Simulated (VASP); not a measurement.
A VASP calculation is set up with these files.

KPOINTS:
```
kpoints
0
gamma
11 11 11
0 0 0
```

INCAR:
```
SYSTEM = HgSe
PREC = Accurate; ENCUT = 500; LREAL = .FALSE.
LASPH = .TRUE.
EDIFF = 1E-6; NELM = 100; ALGO = Normal
LMAXMIX = 6
ISMEAR = 1; SIGMA = 0.1
IBRION = 2; NSW = 40; ISIF = 3
EDIFFG = -0.02; PSTRESS = 450
LWAVE = .FALSE.; LCHARG = .FALSE.
```

POSCAR:
```
HgSe
1
    0.0000000000     2.7818965613     2.7818965613
    2.7818965613     0.0000000000     2.7818965613
    2.7818965613     2.7818965613     0.0000000000
Hg Se
1 1
Direct
  0.0000000000   0.0000000000   0.0000000000
  0.2500000000   0.2500000000   0.2500000000
```

POTCAR, in this order: Hg Se (LDA.64 set). Program: vasp_std.

Question: Write an equivalent input for Quantum ESPRESSO's pw.x.

Answer: One equivalent input (not run):
```
&CONTROL
  calculation = 'vc-relax'
  pseudo_dir = './pseudo'
  outdir = './out'
  tprnfor = .true.
  tstress = .true.
  nstep = 40
  forc_conv_thr = 0.00078
/
&SYSTEM
  ibrav = 0
  nat = 2
  ntyp = 2
  ecutwfc = 86
  occupations = 'smearing'
  smearing = 'methfessel-paxton'
  degauss = 0.00735
  input_dft = 'pz'
/
&ELECTRONS
  conv_thr = 7.3e-08
  electron_maxstep = 100
/
&IONS
/
&CELL
  press = 450
/
ATOMIC_SPECIES
  Hg 200.592 Hg.upf
  Se 78.971 Se.upf
CELL_PARAMETERS angstrom
     0.0000000    2.7818966    2.7818966
     2.7818966    0.0000000    2.7818966
     2.7818966    2.7818966    0.0000000
ATOMIC_POSITIONS crystal
  Hg   0.0000000  0.0000000  0.0000000
  Se   0.2500000  0.2500000  0.2500000
K_POINTS automatic
  11 11 11 0 0 0
```
The two are equivalent in intent, not identical: the potentials are each code's own (VASP's PAW set, PseudoDojo norm-conserving files in pw.x), so ENCUT and ecutwfc are chosen apart and not converted; conv_thr bounds pw.x's estimated SCF error, while EDIFF bounds the energy change between steps; forc_conv_thr acts on force components and is met together with etot_conv_thr.

The compound is HgSe in the zinc blende structure. This run relaxes it under an external pressure of 45 GPa. Symmetry was kept, so distortions that lower it aren't found.
